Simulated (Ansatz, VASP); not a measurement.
# TiOs: VASP beside Ansatz

Wanted: the spread between two codes on one cell, functional and k mesh. The cell is taken from a series of runs on this material, whose earlier steps may have relaxed, scaled, displaced or heated it; both programs get it as it stands.

Calculated with Ansatz 0.2.0; plane waves, with VASP 6.6.1 beside it; relaxation of cell and atoms at PBEsol and zone-centre phonons at PBEsol.

## Step 1: The structure

It takes space group Pm-3m (No. 221, cubic). The conventional cell has a = 3.062 Å, b = 3.062 Å, c = 3.062 Å, α = 90.00°, β = 90.00°, γ = 90.00°. Nearest to Ti lie 8 Os at 2.65 Å. Os has 8 Ti at 2.65 Å nearest. Farther neighbours are not listed.

## Step 2: VASP: relaxation of cell and atoms, PBEsol

The relaxed volume is the usual yardstick between codes: in a stiff, nearly cubic crystal its relative difference is about their pressure difference at one cell divided by the bulk modulus.

Lines of VASP's logs that name or quote its potential files are left out, and so is its time.

INCAR reads:

```
SYSTEM = TiOs
PREC = Accurate
ENCUT = 600
EDIFF = 1E-07
NELM = 120
ISMEAR = 1
SIGMA = 0.2
LREAL = .FALSE.
ALGO = Normal
GGA = PS
NBANDS = 16
LASPH = .TRUE.
LORBIT = 11
LWAVE = .FALSE.
LCHARG = .FALSE.
ISIF = 3
IBRION = 2
NSW = 80
EDIFFG = -0.005
GGA_COMPAT = .FALSE.
NELMIN = 4
KPAR = 2
```

POSCAR reads:

```
TiOs
1.0
    3.0620000000      0.0000000000      0.0000000000
    0.0000000000      3.0620000000      0.0000000000
    0.0000000000      0.0000000000      3.0620000000
Ti Os
1 1
Direct
    0.5000000000      0.5000000000      0.5000000000
    0.0000000000      0.0000000000      0.0000000000
```

KPOINTS reads:

```
Automatic mesh
0
Gamma
16 16 16
0 0 0
```

The projector-augmented-wave data sets are Ti_sv and Os (PBE family, release 64).

The run is started by

```console
$ mpirun -np 2 vasp_std
```

Numbers of over 12 decimals in the logs are rounded to 6 here.

Log:

```text
[banner, memory and clock lines left out]
running    2 mpi-ranks, on    1 nodes
 distrk:  each k-point on    1 cores,    2 groups
 distr:  one band on    1 cores,    1 groups

 POSCAR found type information on POSCAR TiOs
 POSCAR found :  2 types and       2 ions
|                                                                             |
|               ----> ADVICE to this user running VASP <----                  |
|                                                                             |
|     You enforced a specific xc type in the INCAR file but a different       |
|     [... a line on the potential file left out ...]
|     I HOPE YOU KNOW WHAT YOU ARE DOING!                                     |
|                                                                             |

 LDA part: xc-table for (Slater+PW92), standard interpolation
 POSCAR, INCAR and KPOINTS ok, starting setup
 FFT: planning ... GRIDC
 FFT: planning ... GRID_SOFT
 FFT: planning ... GRID
 WAVECAR not read
 entering main loop
       N       E                     dE             d eps       ncg     rms          rms(c)
DAV:   1     0.189476930302E+03    0.18948E+03   -0.11341E+04  5320   0.159E+03
DAV:   2    -0.749488251273E+01   -0.19697E+03   -0.19011E+03  5704   0.434E+02
DAV:   3    -0.235551170145E+02   -0.16060E+02   -0.15796E+02  8752   0.111E+02
DAV:   4    -0.241966615613E+02   -0.64154E+00   -0.64079E+00  5952   0.177E+01
DAV:   5    -0.242190383966E+02   -0.22377E-01   -0.22375E-01  7536   0.277E+00    0.166E+01
DAV:   6    -0.227250654567E+02    0.14940E+01   -0.99105E+00  6120   0.341E+01    0.105E+01
DAV:   7    -0.222478305732E+02    0.47723E+00   -0.53669E+00  7352   0.188E+01    0.445E+00
DAV:   8    -0.220238635597E+02    0.22397E+00   -0.11970E+00  6096   0.112E+01    0.134E+00
DAV:   9    -0.220228321821E+02    0.10314E-02   -0.84727E-02  6384   0.394E+00    0.401E-01
DAV:  10    -0.220234339855E+02   -0.60180E-03   -0.61269E-03  7848   0.735E-01    0.170E-01
DAV:  11    -0.220235565654E+02   -0.12258E-03   -0.55230E-04  5776   0.235E-01    0.375E-02
DAV:  12    -0.220235350696E+02    0.21496E-04   -0.56913E-05  7264   0.767E-02    0.142E-02
DAV:  13    -0.220235360532E+02   -0.98355E-06   -0.92219E-06  5592   0.303E-02    0.585E-03
DAV:  14    -0.220235360610E+02   -0.78658E-08   -0.14344E-06  5536   0.141E-02    0.112E-03
DAV:  15    -0.220235360196E+02    0.41462E-07   -0.10969E-07  2824   0.331E-03
   1 F= -.22023536E+02 E0= -.22023517E+02  d E =-.220235E+02
 curvature:   0.00 expect dE= 0.000E+00 dE for cont linesearch  0.000E+00
 trial: gam= 0.00000 g(F)=  0.000E+00 g(S)=  0.887E-05 ort = 0.000E+00 (trialstep = 0.100E+01)
 search vector abs. value=  0.887E-05
 bond charge predicted
       N       E                     dE             d eps       ncg     rms          rms(c)
DAV:   1    -0.220236476343E+02   -0.11157E-03   -0.29407E-03  5376   0.680E-01    0.109E-01
DAV:   2    -0.220235655898E+02    0.82045E-04   -0.68599E-04  6512   0.310E-01    0.517E-02
DAV:   3    -0.220235351462E+02    0.30444E-04   -0.34168E-04  6968   0.140E-01    0.294E-02
DAV:   4    -0.220235252715E+02    0.98747E-05   -0.78247E-05  6416   0.874E-02    0.919E-03
DAV:   5    -0.220235275463E+02   -0.22748E-05   -0.57499E-06  6264   0.217E-02    0.444E-03
DAV:   6    -0.220235286941E+02   -0.11478E-05   -0.16611E-06  8200   0.542E-03    0.430E-03
DAV:   7    -0.220235290457E+02   -0.35166E-06   -0.11382E-07  3432   0.279E-03    0.329E-03
DAV:   8    -0.220235298958E+02   -0.85001E-06   -0.13379E-06  8000   0.731E-03    0.706E-04
DAV:   9    -0.220235298847E+02    0.11040E-07   -0.15356E-07  3896   0.268E-03
   2 F= -.22023530E+02 E0= -.22023514E+02  d E =0.613487E-05
 trial-energy change:    0.000006  1 .order    0.000006   -0.000009    0.000021
 step:   0.2931(harm=  0.2931)  dis= 0.00000  next Energy=   -22.023537 (dE=-0.130E-05)
 bond charge predicted
       N       E                     dE             d eps       ncg     rms          rms(c)
DAV:   1    -0.220235973384E+02   -0.67443E-04   -0.14724E-03  5376   0.481E-01    0.773E-02
DAV:   2    -0.220235568166E+02    0.40522E-04   -0.34546E-04  6504   0.220E-01    0.366E-02
DAV:   3    -0.220235414617E+02    0.15355E-04   -0.17182E-04  6960   0.992E-02    0.208E-02
DAV:   4    -0.220235361611E+02    0.53006E-05   -0.39156E-05  6416   0.618E-02    0.650E-03
DAV:   5    -0.220235369126E+02   -0.75148E-06   -0.28888E-06  6264   0.154E-02    0.311E-03
DAV:   6    -0.220235372705E+02   -0.35797E-06   -0.82287E-07  7896   0.383E-03    0.302E-03
DAV:   7    -0.220235373821E+02   -0.11154E-06   -0.53489E-08  2776   0.196E-03    0.232E-03
DAV:   8    -0.220235374662E+02   -0.84151E-07   -0.71683E-07  7416   0.540E-03
   3 F= -.22023537E+02 E0= -.22023519E+02  d E =-.144667E-05
 curvature:  -0.15 expect dE=-0.919E-08 dE for cont linesearch -0.919E-08
 trial: gam= 0.00000 g(F)=  0.144E-65 g(S)=  0.627E-07 ort =-0.746E-06 (trialstep = 0.859E+00)
 search vector abs. value=  0.628E-07
 reached required accuracy - stopping structural energy minimisation
```

OUTCAR, selected parts (step 2):

```text
ion  position               nearest neighbor table
   1  0.500  0.500  0.500-   2 2.65   2 2.65   2 2.65   2 2.65   2 2.65   2 2.65   2 2.65   2 2.65

  LATTYP: Found a simple cubic cell.
 ALAT       =     3.0620000000

 Subroutine GETGRP returns: Found 48 space group operations
 (whereof 48 operations were pure point group operations)

The static configuration has the point symmetry O_h .

 Found    165 irreducible k-points:

   k-points           NKPTS =    165   k-points in BZ     NKDIM =    165   number of bands    NBANDS=     16

   dimension x,y,z NGX =    24 NGY =   24 NGZ =   24
   dimension x,y,z NGXF=    48 NGYF=   48 NGZF=   48

   ENCUT  =  600.0 eV  44.10 Ry    6.64 a.u.   6.12  6.12  6.12*2*pi/ulx,y,z

   NELECT =      20.0000    total number of electrons

 k-points in reciprocal lattice and weights: Automatic mesh
   0.00000000  0.00000000  0.00000000       0.000
   0.06250000  0.00000000  0.00000000       0.001
   0.12500000  0.00000000  0.00000000       0.001
   0.18750000  0.00000000  0.00000000       0.001
   0.25000000  0.00000000  0.00000000       0.001
   0.31250000  0.00000000  0.00000000       0.001
   0.37500000  0.00000000  0.00000000       0.001
   0.43750000  0.00000000  0.00000000       0.001
   0.50000000  0.00000000  0.00000000       0.001
[...]
0.50000000  0.50000000  0.43750000       0.001
   0.50000000  0.50000000  0.50000000       0.000

 average (electrostatic) potential at core
       1 -71.2164       2 -42.3130

 E-fermi :   9.5056

 k-point     1 :       0.0000    0.0000    0.0000
  band No.  band energies     occupation
    ...
      6       4.0760      2.00000
      7       4.0760      2.00000
      8       8.1370      2.00000
      9       8.1370      2.00000
     10       8.1370      2.00000
     11      11.3760     -0.00000
     12      11.3760     -0.00000
     13      13.2686     -0.00000
     14      13.2686     -0.00000
     15      13.2686     -0.00000
    ...

 k-point     2 :       0.0625    0.0000    0.0000
  band No.  band energies     occupation
    ...
      6       4.1175      2.00000
      7       4.1433      2.00000
      8       8.1206      2.00000
      9       8.1206      2.00000
     10       8.1693      2.00000
     11      11.2866     -0.00000
     12      11.4078     -0.00000
     13      13.0689     -0.00000
     14      13.0689     -0.00000
     15      13.2154     -0.00000
    ...

 k-point     3 :       0.1250    0.0000    0.0000
  band No.  band energies     occupation
    ...
      6       4.2404      2.00000
      7       4.3386      2.00000
      8       8.0756      2.00000
      9       8.0756      2.00000
     10       8.2650      2.00000
     11      11.0291     -0.00000
     12      11.4982     -0.00000
     13      12.5801     -0.00000
     14      12.5801     -0.00000
     15      13.0608     -0.00000
    ...

  Total        0.0009309      0.0009309      0.0009309     -0.0000000     -0.0000000      0.0000000
  in kB        0.0519635      0.0519635      0.0519635     -0.0000000     -0.0000000      0.0000000
  external PRESSURE =       0.0519635 kB  Pullay stress =       0.0000000 kB

  energy-cutoff  :      600.00
  volume of cell :       28.70
      direct lattice vectors                 reciprocal lattice vectors
     3.061760317 -0.000000000  0.000000000     0.326609498  0.000000000 -0.000000000
    -0.000000000  3.061760317 -0.000000000     0.000000000  0.326609498 -0.000000000
     0.000000000  0.000000000  3.061760317    -0.000000000  0.000000000  0.326609498

 POSITION                                       TOTAL-FORCE (eV/Angst)
 -----------------------------------------------------------------------------------
      1.53088      1.53088      1.53088        -0.000000      0.000000      0.000000
      0.00000      0.00000      0.00000         0.000000     -0.000000      0.000000
 -----------------------------------------------------------------------------------
    total drift:                                0.000000      0.000000     -0.000000

  FREE ENERGIE OF THE ION-ELECTRON SYSTEM (eV)
  ---------------------------------------------------
  free  energy   TOTEN  =       -22.0235374662 eV

  energy  without entropy=      -22.0234825641  energy(sigma->0) =      -22.02351917

 reached required accuracy - stopping structural energy minimisation

 total charge
# of ion       s       p       d       tot
------------------------------------------
    1        2.253   6.240   1.916  10.409
    2        0.685   0.625   6.076   7.386
--------------------------------------------------
tot          2.938   6.865   7.991  17.795

[... 3 further parts left out ...]
```

CONTCAR:

```
TiOs
   1.00000000000000
     3.0617603172549965   -0.0000000000000000    0.0000000000000000
    -0.0000000000000000    3.0617603172549965   -0.0000000000000000
     0.0000000000000000    0.0000000000000000    3.0617603172549965
  Ti              Os
     1     1
Direct
     0.5000000000000000    0.5000000000000000    0.5000000000000000
     0.0000000000000000    0.0000000000000000    0.0000000000000000
```

## Step 3: Ansatz: relaxation of cell and atoms, PBEsol

Ansatz runs on its PAW soft_1 files.

The same cell, functional, mesh and smearing now go to Ansatz, which takes its cutoff from its data sets.

input.yaml reads:

```yaml
crystal:
  lattice:
    - [3.0619995325, 0.0, 0.0]
    - [0.0, 3.0619995325, 0.0]
    - [0.0, 0.0, 3.0619995325]
  atoms:
    - { symbol: Ti, position: [0.5, 0.5, 0.5] }
    - { symbol: Os, position: [0.0, 0.0, 0.0] }
kpoints:
  mp_grid: { grid: [16, 16, 16] }
hamiltonian:
  xc: pbesol
  pseudopotentials: { kind: paw, azcp: { folder: soft_1 }, xc_functional: pbe }
scf:
  occupations: { method: methfessel_paxton, width: 0.2 }
output:
  forces: true
  stress: true
  eigenvalues: true
  write_density: true
  write_potential: true
  elf: true
  volumetric_format: npy
relax:
  adjacent_minimum: "off"
  f_tol: 0.001
  max_steps: 60
  cell: { stress_tol: 0.01 }
```

The run is started by

```console
$ ansatz run input.yaml --threads 4 --pin off --max-ram 10240MiB --backend cpu --events-out ev --progress --plain --runs-dir out
```

Log:

```text
Engine: ansatz 0.2.0, aarch64-unknown-linux-gnu
Pseudopotentials: kind: paw
Pseudopotential: Ti, paw, valence charge 12, recommended cutoff 420 eV (normal), soft_1/Ti.paw.azcp
Pseudopotential: Os, paw, valence charge 16, recommended cutoff 420 eV (normal), soft_1/Os.paw.azcp
Functional definition: PBEsol
  exchange = pbesol_x
  correlation = pbesol_c
Crystal: 2 atoms, lattice volume = 28.709 Å³
Basis set: ecut = 420 eV, 587 PW (Γ), exchange–correlation on 48×48×48 points (8 copies of the dense FFT grid, shifted against one another)
Bands: 18, of which v1, the nominal top of the filled ones, is band 14 counted from 1 (13 counted from 0)
Symmetry: 48 space group operations
Space group: Pm-3m (ITA 221), of the structure as read, at distance tolerance 3.1e-5 Å
k-points: 165 of 4096
Non-local potential: Ti, projectors of the file, l = 0: 3, l = 1: 2, l = 2: 3, l = 3: 1
Non-local potential: Os, projectors of the file, l = 0: 3, l = 1: 2, l = 2: 2, l = 3: 1
PAW form: soft (Blöchl's): semilocal exchange-correlation on the pseudo side does not see the compensation charge
PAW frozen core: Ti, regenerated for the run's functional, and the local potential with it (the file was generated under x = pbe(κ = 0.804, μ = 0.219515), c = pbe(β = 0.066725))
PAW frozen core: Os, regenerated for the run's functional, and the local potential with it (the file was generated under x = pbe(κ = 0.804, μ = 0.219515), c = pbe(β = 0.066725))
PAW one-centre angular grid: Ti, 590 points (default); XC on 64 Gauss nodes
PAW one-centre angular grid: Os, 590 points (default); XC on 64 Gauss nodes
Initial density: superposition of atomic densities (chi_scale 0.1, normalization cell, long waves kept (reshape's long-wave potential 0.00 eV rms))
Initial wavefunctions: pseudopotential atomic-orbital guess
Functional: x = pbesol(κ = 0.804, μ = 0.123457), c = pbesol(β = 0.046)
SCF iter   1: F=—  HF=-13728.750702 eV  |F-HF|=—  |Δ(HF+E_count)|=         —  Δρ=1.29e-1  dr2=7.38e0  ethr=3.10e-3  ⟨swp⟩=3.9  Hψ=11293  notcnv=0
preconditioner: auto → none  [metal: Δε(μ)=0.009 eV  Ē_g=4.974 eV  σ=0.200 eV  W_gap=0.04  n_scr=6 (ndim 8)  ℏωp=24.0 eV  f_vac=0.000  D(μ)=0.80/eV (n_scr^D=6)  sad-step TF]
SCF iter   2: F=—  HF=-13728.138059 eV  |F-HF|=—  |Δ(HF+E_count)|=   6.13e-1  S|Δr|=    0.00e0  Δρ=9.27e-2  dr2=4.03e0  ethr=3.10e-3  ⟨swp⟩=2.4  Hψ=5710  notcnv=0
SCF iter   3: F=—  HF=-13727.654800 eV  |F-HF|=—  |Δ(HF+E_count)|=   4.83e-1  S|Δr|=    0.00e0  Δρ=1.42e-2  dr2=9.22e-2  ethr=3.10e-3  ⟨swp⟩=2.1  Hψ=4713  notcnv=0
SCF iter   4: F=—  HF=-13727.639206 eV  |F-HF|=—  |Δ(HF+E_count)|=   1.56e-2  S|Δr|=    0.00e0  Δρ=3.29e-3  dr2=2.08e-3  ethr=3.29e-4  ⟨swp⟩=2.2  Hψ=5082  notcnv=0
SCF iter   5: F=—  HF=-13727.638807 eV  |F-HF|=—  |Δ(HF+E_count)|=   3.99e-4  S|Δr|=    0.00e0  Δρ=2.99e-4  dr2=1.32e-5  ethr=7.42e-6  ⟨swp⟩=2.4  Hψ=4511  notcnv=0
SCF iter   6: F=—  HF=-13727.638822 eV  |F-HF|=—  |Δ(HF+E_count)|=   1.47e-5  S|Δr|=    0.00e0  Δρ=2.73e-5  dr2=1.26e-7  ethr=4.70e-8  ⟨swp⟩=2.6  Hψ=4980  notcnv=0
SCF iter   7: F=-13727.638822 eV  HF=-13727.638822 eV  |F-HF|=2.14e-9  |Δ(HF+E_count)|=   1.09e-8  S|Δr|=    0.00e0  Δρ=3.99e-6  dr2=2.89e-9  ethr=3.57e-10  ⟨swp⟩=7.7  Hψ=16871  notcnv=0
SCF 1 converged in 7 iterations: F = -13727.638822 eV  dr2 = 2.89e-9
  greatest PAW one-centre occupation: 1.000 electrons in one spin orbital (limit 2), on the Os atom at site 1 (counted from 0), in its partial waves of l = 0
relax step   1: F+E_penalty+E_count = -13727.63882199 eV  Δ(F+E_penalty+E_count) = +0.000e0 eV  max|allowed force component| = 9.203e-30 eV/Å  Δτ_max = 0.0000 Å  P = -0.074 GPa  Ω = 28.709 Å³  (7 SCF iters, dr2 threshold 1.00e-7 eV, accepted)
[...]
relax step   2: F+E_penalty+E_count = -13727.63883012 eV  Δ(F+E_penalty+E_count) = -8.132e-6 eV  max|allowed force component| = 2.892e-30 eV/Å  Δτ_max = 0.0000 Å  P = +0.084 GPa  Ω = 28.692 Å³  energy of the carried Pulay correction = +8.654e-6 eV  (3 SCF iters, dr2 threshold 1.37e-8 eV, rejected (line search))
[...]
relax step   3: F+E_penalty+E_count = -13727.63882789 eV  Δ(F+E_penalty+E_count) = -5.907e-6 eV  max|allowed force component| = 2.892e-30 eV/Å  Δτ_max = 0.0000 Å  P = -0.000 GPa  Ω = 28.701 Å³  energy of the carried Pulay correction = +4.052e-6 eV  (6 SCF iters, accepted)
[...]
relax step   4: F+E_penalty+E_count = -13727.63881744 eV  Δ(F+E_penalty+E_count) = +1.046e-5 eV  max|allowed force component| = 5.193e-30 eV/Å  Δτ_max = 0.0000 Å  P = +0.000 GPa  Ω = 28.701 Å³  stress off target by 1.10e-4 GPa  SCF on the basis re-selected at this cell (its energy is not comparable with the rows above)  (5 SCF iters)
basis re-selected at this cell: Δ(F+E_penalty+E_count) = +1.046e-5 eV, ΔP = +0.000 GPa vs the last step (what re-selecting the basis moved, of the pressure what is left beyond the Pulay correction that the steps carried, after the strain that the cell walked since its last selection, with what the two solves' SCF thresholds leave and, on support functions, any second-order correction that the steps lacked; it is no m [...]
SCF converged after 5 iterations
Stability not checked: this state was not tested for a lower state beside it, because cold or Methfessel-Paxton smearing, or corrected tetrahedra, fill the levels in a way that the test cannot read (fill_not_monotonic; see scf.lower_state_search)
Free energy (F): -13727.638817 eV
Harris-Foulkes:  -13727.638817 eV  (|F-HF|=0.00e0)
Internal energy: -13727.638768 eV  (E = F + TS)
E sigma→0 (E₀):  -13727.638805 eV
Entropy (-TS):   -0.000050 eV (-0.025 meV/atom)
Fermi energy:    20.565026 eV
--- Per-component energies (eV) ---
  E_band       = -218.151780
  E_kinetic    = 774.040054
  E_local      = -1743.258435  (includes V_loc(G=0)·N_el)
  E_nonlocal   = 261.389205
  E_hartree    = 653.867834
  E_xc         = -349.066474
  E_vxc        = -392.629671  (∫ρ·V_xc dr)
  E_paw        = -9932.014182  (= ΣΔE_a)
  E_vpaw       = -425.428977  (= ΣTr[D̂ρ^β])
  E_aug_tail   = 0.000383  (compensation charges beyond the density's cutoff)
  E_ewald      = -3392.984534
  E_core_change = 0.387382  (= ΣΔE_core)
  E_smearing   = -0.000050  (= −TS)
  E_closure    = 0.000000  (closes the sum)
  Σ components = -13727.638817   (vs F -13727.638817, Δ=0.00e0)
--- Forces (eV/Å), atoms counted from 1 ---
  atom   1  Ti    -0.00000000    -0.00000000     0.00000000
  atom   2  Os    -0.00000000     0.00000000     0.00000000
  max |Σ_I F_I| component: 1.06e-29 eV/Å
--- Stress (GPa, compression-positive) ---
        0.000110      -0.000000      -0.000000
       -0.000000       0.000110      -0.000000
       -0.000000      -0.000000       0.000110
  P = ⅓ Tr σ = 0.0001 GPa (0.001 kbar)
--- Band table (eV; the first three rows and the last of 165) ---
  k-point 0: bands = [... 10 lower, 15.1332, 19.2045, 19.2045, 19.2045, 22.4541, 22.4541, 24.3564, 24.3564]
  k-point 1: bands = [... 10 lower, 15.2008, 19.1881, 19.1881, 19.2370, 22.3630, 22.4862, 24.1533, 24.1533]
  k-point 2: bands = [... 10 lower, 15.3969, 19.1429, 19.1429, 19.3331, 22.1013, 22.5773, 23.6579, 23.6579]
  k-point 164: bands = [... 10 lower, 16.8261, 18.9711, 18.9711, 18.9711, 21.9371, 21.9371, 23.6554, 23.6554]
--- Relaxed structure (3 steps of the walk, 2 accepted, 1 SCFs on fresh bases) ---
  F+E_penalty+E_count = -13727.63881744 eV   max|allowed force component| = 5.193e-30 eV/Å   (the final SCF, on the basis selected at the relaxed cell)
  cell:  # Å, volume = 28.7008 Å³
    - [3.061716, 0, 0]
    - [0, 3.061716, 0.0]
    - [0, 0.0, 3.061716]
  atoms:
    - { symbol: Ti, position: [0.5, 0.5, 0.5] }
    - { symbol: Os, position: [0, 0, 0.0] }
```

The column dr2 measures how far the density is from self-consistency, as an energy; F and HF (Harris–Foulkes) agree once it is small.

## Step 4: Comparison

Known differences besides the potentials themselves: the data sets hold 28 valence electrons in Ansatz (on its PAW soft_1 files) and 20 in VASP; the cutoff is 420 eV in Ansatz and 600 eV in VASP; Ansatz makes its cores anew for this functional, VASP keeps those of its PBE data sets; Ansatz adds a Pulay correction to the stress that steers its cell, VASP none. Total energies have different zeros and are not compared.

The two programs side by side:

```csv
quantity,Ansatz,VASP,difference
volume (Å³),28.70,28.70,+0.00 %
"edge a after relaxation, in the typed setting (Å)",3.062,3.062,+0.00 %
```

(Part 1 of 2 ends here.)

[Lines on the potential files, build, host, timing and source positions are cut from VASP's logs without a mark.]

[Logs are printed without paths, hosts, clocks, repeated set-up lines and the standing remarks that a program may print on its own settings, such as how far it seeks lower states.]

[Hosts, paths, dates, database ids (printed as entryN), source tags and the programs' standing remarks are cut or masked in the printed files.]
